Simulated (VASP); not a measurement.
Wanted: the native input for a VASP 6.6.1 run.

```
Task                   : single point
Functional             : PBE
Potentials or basis    : VASP PAW PBE potentials, release 64 (W_sv, Au)
Cutoff                 : 520 eV
k mesh                 : 8 × 8 × 8
Occupations            : fermi-dirac, width 0.05 eV
Spin                   : no spin polarisation
Further INCAR settings : ALGO = Normal; EDIFF = 1e-07; NBANDS = 20
```

The structure of WAu lies in POSCAR:

```
WAu
1.0
    0.0000000000      2.7479792600      2.7479792600
    2.7479792600      0.0000000000      2.7479792600
    2.7479792600      2.7479792600      0.0000000000
W Au
1 1
Direct
    0.0000000000      0.0000000000      0.0000000000
    0.7500000000      0.7500000000      0.7500000000
```

The cell was built by a generator and needn't be a form met in nature.

These files were run (other wordings do the same):

INCAR

```
SYSTEM = WAu
PREC     = Accurate       ! precision mode
ENCUT    = 520            ! plane-wave cutoff, eV
EDIFF    = 1E-7           ! SCF threshold, eV
ISMEAR   = -1             ! smearing method
SIGMA    = 0.05           ! smearing width, eV
LREAL    = .FALSE.        ! projectors in reciprocal space
LASPH    = .TRUE.         ! aspherical terms in the spheres
NELM     = 80             ! most SCF steps
ALGO     = Normal         ! electronic algorithm
ISIF     = 2              ! what is computed and relaxed
LWAVE    = .FALSE.        ! write WAVECAR
LCHARG   = .FALSE.        ! write CHGCAR
GGA      = PE             ! functional
NBANDS   = 20             ! bands
```

KPOINTS

```
regular mesh
0
G
  8 8 8
  0 0 0
```

Potentials or basis: VASP PAW PBE potentials, release 64 (W_sv, Au).

Run with:

```console
$ cat potpaw_PBE.64/W_sv/POTCAR potpaw_PBE.64/Au/POTCAR > POTCAR
$ mpirun -np 1 vasp_std > vasp.out
```

Results of the run:

| Item | Value |
| --- | --- |
| Pressure | 33.1 GPa |
| Band gap on the k mesh | none (metal or under the smearing width) |

Caveat: a pressure of tens of GPa on the cell as given is suspect, and the run, the potentials or the cell itself is likely at fault.

Wall time 28 s on 1 thread of Intel(R) Xeon(R) Platinum 8259CL CPU @ 2.50GHz (Skylake/Cascade Lake) (shared host), peak memory 0.18 GiB.
